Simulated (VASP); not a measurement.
# CrC3 (Pm-3m) in VASP: notebook

Runs on CrC3. Level: PBE. Tasks: relaxation of cell and atoms, single point.

Everything below comes from runs of VASP 6.6.1. Logs are shortened: lines on timing, memory, paths and dates and some standing lists are left out, and cuts for length are marked.

### 1 The cell of the first run

Symmetry: Pm-3m, No. 221, cubic system. Conventional cell: a = 3.602 Å, b = 3.602 Å, c = 3.602 Å, α = 90.00°, β = 90.00°, γ = 90.00°. Cr (site symmetry m-3m) is surrounded by 12 C at 2.55 Å. Around C (site symmetry 4/mmm) lie 4 Cr at 2.55 Å and 8 C at 2.55 Å.

The cell was built by a generator and needn't be a form met in nature.

### 2 Relaxation of cell and atoms, PBE, collinear spin, typed start (species swapped into the VPt3 type (Pm-3m, No. 221))

Input file INCAR:

```
PREC     = Accurate       # precision mode
ENCUT    = 600            # plane-wave cutoff, eV
EDIFF    = 1E-6           # SCF threshold, eV
ISMEAR   = 0              # smearing method
SIGMA    = 0.1            # smearing width, eV
LREAL    = False          # projectors in reciprocal space
LASPH    = True           # aspherical terms in the spheres
NELM     = 150            # most SCF steps
ALGO     = Fast           # electronic algorithm
ISIF     = 3              # what is computed and relaxed
LWAVE    = False          # write WAVECAR
LCHARG   = False          # write CHGCAR
ISPIN    = 2              # spin polarisation
MAGMOM   = 3 0 0 0        # initial moments
LORBIT   = 11             # projections on sites
LMAXMIX  = 4              # l up to which the mixer works
GGA      = PE             # functional
IBRION   = 2              # ionic algorithm
NSW      = 90             # ionic steps
EDIFFG   = -0.04          # ionic threshold
```

Input file KPOINTS:

```
Automatic mesh
0
Gamma
  6 6 6
```

Input file POSCAR:

```
CrC3
1.0
    3.6016386500      0.0000000000      0.0000000000
    0.0000000000      3.6016386500      0.0000000000
    0.0000000000      0.0000000000      3.6016386500
Cr C
1 3
Direct
    0.0000000000      0.0000000000      0.0000000000
    0.0000000000      0.5000000000      0.5000000000
    0.5000000000      0.0000000000      0.5000000000
    0.5000000000      0.5000000000      0.0000000000
```

Potentials or basis: VASP PAW PBE potentials, release 64 (Cr_pv, C).

On the command line:

```sh
$ cat potpaw_PBE.64/Cr_pv/POTCAR potpaw_PBE.64/C/POTCAR > POTCAR
$ mpirun -np 1 vasp_std > vasp.out
```

OUTCAR:

```text
PREC = Accurate
   ENCUT = 600
   EDIFF = 1E-6
   ISMEAR = 0
   LREAL = False
   LASPH = True
   NELM = 150
   ISIF = 3
   ISPIN = 2
   LORBIT = 11
   GGA = PE
   IBRION = 2
   NSW = 90
   EDIFFG = -0.04

 ion  position               nearest neighbor table
   1  0.000  0.000  0.000-   2 2.55   3 2.55   4 2.55   2 2.55   3 2.55   2 2.55   4 2.55   2 2.55
                             3 2.55   4 2.55   3 2.55   4 2.55
   2  0.000  0.500  0.500-   1 2.55   1 2.55   1 2.55   1 2.55
   3  0.500  0.000  0.500-   1 2.55   1 2.55   1 2.55   1 2.55
   4  0.500  0.500  0.000-   1 2.55   1 2.55   1 2.55   1 2.55

  LATTYP: Found a simple cubic cell.
 ALAT       =     3.6016386500

  Lattice vectors:

 A1 = (   3.6016386500,   0.0000000000,   0.0000000000)
 A2 = (   0.0000000000,   3.6016386500,   0.0000000000)
 A3 = (   0.0000000000,   0.0000000000,   3.6016386500)

Analysis of symmetry for initial positions (statically):
=====================================================================
 Subroutine PRICEL returns:
 Original cell was already a primitive cell.

 Routine SETGRP: Setting up the symmetry group for a
 simple cubic supercell.

 Subroutine GETGRP returns: Found 48 space group operations
 (whereof 48 operations were pure point group operations)
 out of a pool of 48 trial point group operations.

The static configuration has the point symmetry O_h .

Analysis of symmetry for dynamics (positions and initial velocities):
=====================================================================
 Subroutine PRICEL returns:
 Original cell was already a primitive cell.

 Routine SETGRP: Setting up the symmetry group for a
 simple cubic supercell.

 Subroutine GETGRP returns: Found 48 space group operations
 (whereof 48 operations were pure point group operations)
 out of a pool of 48 trial point group operations.

The dynamic configuration has the point symmetry O_h .

Analysis of structural, dynamic, and magnetic symmetry:
=====================================================================
 Subroutine PRICEL returns:
 Original cell was already a primitive cell.

 Routine SETGRP: Setting up the symmetry group for a
 simple cubic supercell.

 Subroutine GETGRP returns: Found 48 space group operations
 (whereof 48 operations were pure point group operations)
 out of a pool of 48 trial point group operations.

The overall configuration has the point symmetry O_h .

 Subroutine INISYM returns: Found 48 space group operations
 (whereof 48 operations are pure point group operations),
 and found     1 'primitive' translations

----------------------------------------------------------------------------------------

                                     Primitive cell

  volume of cell :      46.7197

  direct lattice vectors                    reciprocal lattice vectors
     3.601638650  0.000000000  0.000000000     0.277651396  0.000000000  0.000000000
     0.000000000  3.601638650  0.000000000     0.000000000  0.277651396  0.000000000
     0.000000000  0.000000000  3.601638650     0.000000000  0.000000000  0.277651396

  length of vectors
     3.601638650  3.601638650  3.601638650     0.277651396  0.277651396  0.277651396

  position of ions in fractional coordinates (direct lattice)
     0.000000000  0.000000000  0.000000000
     0.000000000  0.500000000  0.500000000
     0.500000000  0.000000000  0.500000000
     0.500000000  0.500000000  0.000000000

  ion indices of the primitive-cell ions
   primitive index   ion index
                 1           1
                 2           2
                 3           3
                 4           4

----------------------------------------------------------------------------------------

 KPOINTS: Automatic mesh

Automatic generation of k-mesh.
 Grid dimensions read from file:
 generate k-points for:    6    6    6

 Generating k-lattice:

  Cartesian coordinates                     Fractional coordinates (reciprocal lattice)
     0.046275233  0.000000000  0.000000000     0.166666667  0.000000000  0.000000000
[... 47 lines left out ...]
   IVDW    =     0    specifies the selected vdW correction
   LEPSILON=     F    determine dielectric tensor
   LRPA    =     F    only Hartree local field effects (RPA)
 conjugate gradient relaxation of ions
 spin polarized calculation
 RMM-DIIS sequential band-by-band and
 Gauss-broadening in eV      SIGMA  =   0.10
  energy-cutoff  :      600.00
  volume of cell :       46.72
 maximum number of plane-waves:      1596
 NGX is ok and might be reduce to    30
   NGX = 15   NGY = 15   NGZ = 15

--------------------------------------- Ionic step        1  -------------------------------------------

 number of electron      23.9999987 magnetization       2.4987910

 Free energy of the ion-electron system (eV)
  ---------------------------------------------------
  ext. energy  EPLUGINS =         0.00000000
  ---------------------------------------------------
  free energy    TOTEN  =       -23.95672940 eV

  energy without entropy =      -23.94325966  energy(sigma->0) =      -23.94999453

------------------------ aborting loop because EDIFF is reached ----------------------------------------

  FORCE on cell =-STRESS in cart. coord.  units (eV):
  Direction    XX          YY          ZZ          XY          YZ          ZX
  --------------------------------------------------------------------------------------
  -------------------------------------------------------------------------------------
  Total       -9.2423761     -9.2423761     -9.2423761      0.0000000     -0.0000000      0.0000000
  in kB     -316.9522236   -316.9522236   -316.9522236      0.0000000     -0.0000000      0.0000000
  external PRESSURE =    -316.9522236 kB  Pullay stress =       0.0000000 kB
[... 63 lines left out ...]
  energy  without entropy=      -25.5418450402  energy(sigma->0) =      -25.54815046

--------------------------------------- Ionic step        3  -------------------------------------------

 number of electron      23.9999995 magnetization       1.8575669

 E-fermi :   9.5635     XC(G=0): -13.1669

 val. band max:        9.5557014838   @ k =   0.5000   0.3333   0.0000
 cond. band min:       9.5825837732   @ k =   0.3333   0.1667   0.0000
 fundamental gap:      0.0268822894
 Fermi energy:         9.5634927941

 spin component 1

 k-point     1 :       0.0000    0.0000    0.0000
  band No.  band energies     occupation
      1     -34.9904      1.00000
      2     -34.9904      1.00000
      3     -34.9904      1.00000
      4      -7.5878      1.00000
      5       1.8333      1.00000
      6       1.8333      1.00000
[... 943 lines left out ...]
  energy  without entropy=      -26.9056341195  energy(sigma->0) =      -26.91117194

--------------------------------------- Ionic step        6  -------------------------------------------

 number of electron      24.0000008 magnetization       1.4373214

 Free energy of the ion-electron system (eV)
  ---------------------------------------------------
  ext. energy  EPLUGINS =         0.00000000
  ---------------------------------------------------
  free energy    TOTEN  =       -27.02653467 eV

  energy without entropy =      -27.01718859  energy(sigma->0) =      -27.02186163

 E-fermi :  10.4306     XC(G=0): -13.4901

 val. band max:       10.3975366380   @ k =   0.5000   0.1667   0.1667
 cond. band min:      10.4314313558   @ k =   0.3333   0.3333   0.0000
 fundamental gap:      0.0338947178
 Fermi energy:        10.4305883644

 spin component 1

 k-point     1 :       0.0000    0.0000    0.0000
  band No.  band energies     occupation
      1     -34.0334      1.00000
      2     -34.0334      1.00000
      3     -34.0334      1.00000
      4      -7.3962      1.00000
      5       2.5101      1.00000
      6       2.5101      1.00000
[... 863 lines left out ...]
  FREE ENERGIE OF THE ION-ELECTRON SYSTEM (eV)
  ---------------------------------------------------
  free  energy   TOTEN  =       -27.0265346723 eV

  energy  without entropy=      -27.0171885857  energy(sigma->0) =      -27.02186163

 reached required accuracy - stopping structural energy minimisation

 total charge

# of ion       s       p       d       tot
------------------------------------------
    1        0.297   6.351   4.341  10.989
    2        0.969   1.219   0.000   2.188
    3        0.969   1.219   0.000   2.188
    4        0.969   1.219   0.000   2.188
--------------------------------------------------
tot          3.204  10.007   4.341  17.552

 magnetization (x)

# of ion       s       p       d       tot
------------------------------------------
    1        0.016   0.016   1.414   1.446
    2        0.003  -0.013   0.000  -0.010
    3        0.003  -0.013   0.000  -0.010
    4        0.003  -0.013   0.000  -0.010
--------------------------------------------------
tot          0.025  -0.024   1.414   1.415
```

Run time: 8.2 min. Hardware: 1 thread of Intel Xeon Platinum 8488C (Sapphire Rapids), shared host; peak memory 0.22 GiB.

Results:

```
Free energy                                           : -27.0265 eV
Relaxed volume                                        : 7.56 Å³/atom
Relaxed cell                                          : a = 3.115 Å, b = 3.115 Å, c = 3.115 Å, α = 90.00°, β = 90.00°, γ = 90.00°
Space group after relaxing (to 0.05 Å)                : Pm-3m (No. 221)
Energy gained by relaxing                             : 767.5 meV/atom
Ionic steps                                           : 6
Pressure after relaxing                               : -0.4 GPa
Band gap on the k mesh                                : none (metal or under the smearing width)
Net moment                                            : 1.44 μB per cell
Site moments                                          : Cr +1.45; C -0.01 μB
Valence electrons inside the program's atomic spheres : Cr 10.99; C 2.19
```

The path:
| step | energy change (eV) | largest force (eV/Å) | pressure (GPa) | volume (Å³) |
| --- | --- | --- | --- | --- |
| 1 | 0.0000 | 0.0000 | -31.70 | 46.72 |
| 2 | -1.5977 | 0.0000 | -2.30 | 32.77 |
| 3 | -3.0085 | 0.0000 | -9.60 | 32.08 |
| 4 | -3.0634 | 0.0000 | -3.65 | 30.72 |
| 5 | -2.9600 | 0.0000 | 17.51 | 28.11 |
| 6 | -3.0698 | 0.0000 | -0.39 | 30.22 |

Final structure:
```yaml
crystal:
  lattice:
    - [3.11482, 0.00000, 0.00000]
    - [0.00000, 3.11482, 0.00000]
    - [0.00000, 0.00000, 3.11482]
  atoms:
    - { symbol: Cr, position: [0.00000, 0.00000, 0.00000] }
    - { symbol: C, position: [0.00000, 0.50000, 0.50000] }
    - { symbol: C, position: [0.50000, 0.00000, 0.50000] }
    - { symbol: C, position: [0.50000, 0.50000, 0.00000] }
```

Caveat: the volume moved by over 15 % at a fixed basis, so the end points are rough.

### 3 Single point, PBE, collinear spin, typed start (species swapped into the VPt3 type (Pm-3m, No. 221))

Input file INCAR:

```
SYSTEM = CrC3
ALGO     = Fast           ! electronic algorithm
EDIFF    = 1E-6           ! SCF threshold, eV
ENCUT    = 520            ! plane-wave cutoff, eV
GGA      = PE             ! functional
ISIF     = 2              ! what is computed and relaxed
ISMEAR   = 0              ! smearing method
ISPIN    = 2              ! spin polarisation
LASPH    = .True.         ! aspherical terms in the spheres
LCHARG   = .False.        ! write CHGCAR
LMAXMIX  = 4              ! l up to which the mixer works
LORBIT   = 11             ! projections on sites
LREAL    = .False.        ! projectors in reciprocal space
LWAVE    = .False.        ! write WAVECAR
MAGMOM   = 1.43 0 0 0     ! initial moments
NBANDS   = 24             ! bands
NELM     = 150            ! most SCF steps
PREC     = Accurate       ! precision mode
SIGMA    = 0.1            ! smearing width, eV
```

Input file KPOINTS:

```
k-points
0
Gamma
  14 14 14
  0 0 0
```

Input file POSCAR:

```
CrC3
1.0
    3.1152780963      0.0000000000      0.0000000000
    0.0000000000      3.1152780963      0.0000000000
    0.0000000000      0.0000000000      3.1152780963
Cr C
1 3
Direct
    0.0000000000      0.0000000000      0.0000000000
    0.0000000000      0.5000000000      0.5000000000
    0.5000000000      0.0000000000      0.5000000000
    0.5000000000      0.5000000000      0.0000000000
```

Potentials or basis: VASP PAW PBE potentials, release 64 (Cr_pv, C).

On the command line:

```sh
$ cat potpaw_PBE.64/Cr_pv/POTCAR potpaw_PBE.64/C/POTCAR > POTCAR
$ mpirun -np 1 vasp_std > vasp.out
```

Wall time 3.8 min (1 thread of Intel Xeon Platinum 8259CL at 2.50GHz (Skylake/Cascade Lake), shared host); peak memory 0.24 GiB.

Results (log left out):

```yaml
Free_energy: -26.9144 eV
Pressure: -4.8 GPa
Band_gap_on_the_k_mesh: none (metal or under the smearing width)
Net_moment: 0.00 μB per cell
Valence_electrons_inside_the_program's_atomic_spheres: Cr 11.00; C 2.19
```

Levels at points of the mesh, in eV from the Fermi level:
Spin up:
| k point | band 9 | band 10 | band 11 | band 12 | band 13 | band 14 | band 15 | band 16 |
| --- | --- | --- | --- | --- | --- | --- | --- | --- |
| (0.00, 0.00, 0.00) | -5.68 | -0.65 | -0.65 | -0.65 | 1.09 | 1.09 | 1.34 | 1.34 |
| (0.50, 0.00, 0.00) | -4.91 | -1.37 | -1.37 | -0.62 | -0.51 | 0.99 | 1.59 | 1.59 |
| (0.50, 0.50, 0.00) | -4.15 | -1.46 | -0.81 | -0.29 | 0.55 | 0.55 | 0.55 | 1.86 |
| (0.50, 0.50, 0.50) | -6.81 | -6.81 | 0.21 | 0.21 | 1.69 | 1.69 | 1.69 | 5.48 |
Spin down:
| k point | band 9 | band 10 | band 11 | band 12 | band 13 | band 14 | band 15 | band 16 |
| --- | --- | --- | --- | --- | --- | --- | --- | --- |
| (0.00, 0.00, 0.00) | -5.68 | -0.65 | -0.65 | -0.65 | 1.09 | 1.09 | 1.34 | 1.34 |
| (0.50, 0.00, 0.00) | -4.91 | -1.36 | -1.36 | -0.62 | -0.51 | 0.99 | 1.59 | 1.59 |
| (0.50, 0.50, 0.00) | -4.15 | -1.46 | -0.81 | -0.29 | 0.55 | 0.55 | 0.55 | 1.86 |
| (0.50, 0.50, 0.50) | -6.81 | -6.81 | 0.21 | 0.21 | 1.69 | 1.69 | 1.69 | 5.48 |

### 4 Relaxation of cell and atoms, PBE, collinear spin, typed start (species swapped into the VPt3 type (Pm-3m, No. 221))

Input file INCAR:

```
PREC = Accurate
ENCUT = 600
EDIFF = 1E-6
ISMEAR = 0
SIGMA = 0.1
LREAL = F
LASPH = T
NELM = 150
ALGO = Normal
ISIF = 3
LWAVE = F
LCHARG = F
ISPIN = 2
MAGMOM = 1.43 0 0 0
LORBIT = 11
LMAXMIX = 4
GGA = PE
IBRION = 2
NSW = 100
EDIFFG = -0.01
```

Input file KPOINTS:

```
Automatic mesh
0
Gamma
  14 14 14
```

Input file POSCAR:

```
CrC3
1.0
    3.1138130015      0.0000000000      0.0000000000
    0.0000000000      3.1138130015      0.0000000000
    0.0000000000      0.0000000000      3.1138130015
Cr C
1 3
Direct
    0.0000000000      0.0000000000      0.0000000000
    0.0000000000      0.5000000000      0.5000000000
    0.5000000000      0.0000000000      0.5000000000
    0.5000000000      0.5000000000      0.0000000000
```

On the command line:

```sh
$ cat potpaw_PBE.64/Cr_pv/POTCAR potpaw_PBE.64/C/POTCAR > POTCAR
$ mpirun -np 1 vasp_std > vasp.out
```

It took 6.7 min on 1 thread of Intel Xeon Platinum 8488C (Sapphire Rapids), shared host; peak memory 0.26 GiB.

Results (log left out):

* Free energy: -26.9255 eV
* Relaxed volume: 7.40 Å³/atom
* Relaxed cell: a = 3.093 Å, b = 3.093 Å, c = 3.093 Å, α = 90.00°, β = 90.00°, γ = 90.00°
* Space group after relaxing (to 0.05 Å): Pm-3m (No. 221)
* Energy gained by relaxing: 2.3 meV/atom
* Ionic steps: 3
* Pressure after relaxing: 0.0 GPa
* Band gap on the k mesh: none (metal or under the smearing width)
* Net moment: 0.00 μB per cell
* Valence electrons inside the program's atomic spheres: Cr 11.05; C 2.20

The path:
| step | energy change (eV) | largest force (eV/Å) | pressure (GPa) | volume (Å³) |
| --- | --- | --- | --- | --- |
| 1 | 0.0000 | 0.0000 | -4.77 | 30.19 |
| 2 | -0.0055 | 0.0000 | 3.19 | 29.22 |
| 3 | -0.0091 | 0.0000 | -0.03 | 29.59 |

Final structure:
```yaml
crystal:
  lattice:
    - [3.09301, 0.00000, 0.00000]
    - [0.00000, 3.09301, 0.00000]
    - [0.00000, 0.00000, 3.09301]
  atoms:
    - { symbol: Cr, position: [0.00000, 0.00000, 0.00000] }
    - { symbol: C, position: [0.00000, 0.50000, 0.50000] }
    - { symbol: C, position: [0.50000, 0.00000, 0.50000] }
    - { symbol: C, position: [0.50000, 0.50000, 0.00000] }
```

Levels at points of the mesh, in eV from the Fermi level:
Spin up:
```csv
k point,band 9,band 10,band 11,band 12,band 13,band 14,band 15,band 16
"(0.00, 0.00, 0.00)",-5.82,-0.68,-0.68,-0.68,1.18,1.18,1.33,1.33
"(0.50, 0.00, 0.00)",-5.06,-1.42,-1.42,-0.62,-0.54,0.98,1.61,1.61
"(0.50, 0.50, 0.00)",-4.27,-1.50,-0.88,-0.30,0.57,0.58,0.58,1.97
"(0.50, 0.50, 0.50)",-6.95,-6.95,0.22,0.22,1.77,1.77,1.77,5.57
```
Spin down:
```
           k point  band 10  band 11  band 12  band 13  band 14  band 15
(0.00, 0.00, 0.00)    -0.68    -0.68    -0.68     1.18     1.18     1.33
(0.50, 0.00, 0.00)    -1.42    -1.42    -0.62    -0.54     0.98     1.61
(0.50, 0.50, 0.00)    -1.50    -0.88    -0.30     0.56     0.58     0.58
(0.50, 0.50, 0.50)    -6.95     0.22     0.22     1.77     1.77     1.77
```

### 5 The runs side by side

| task | cell | k mesh | cutoff (eV) | gap on the mesh (eV) | pressure (GPa) | moment (μB) | relaxed volume (Å³/atom) |
| --- | --- | --- | --- | --- | --- | --- | --- |
| relaxation of cell and atoms | relaxed from: species swapped into the VPt3 type (Pm-3m, No. 221) | 6 × 6 × 6 | 600 | none | -0.4 | 1.44 | 7.56 |
| single point | species swapped into the VPt3 type (Pm-3m, No. 221) | 14 × 14 × 14 | 520 | none | -4.8 | 0.00 | - |
| relaxation of cell and atoms | relaxed from: species swapped into the VPt3 type (Pm-3m, No. 221) | 14 × 14 × 14 | 600 | none | 0.0 | 0.00 | 7.40 |

Alike in all rows: level PBE; potentials or basis VASP PAW PBE potentials, release 64 (Cr_pv, C); spin collinear, typed start; smearing gaussian 0.1 eV.

Caveats: the volume moved by over 15 % at a fixed basis, so the end points are rough (some runs).

Total energies depend on the potentials used, so only differences within one code and one set of settings carry meaning.
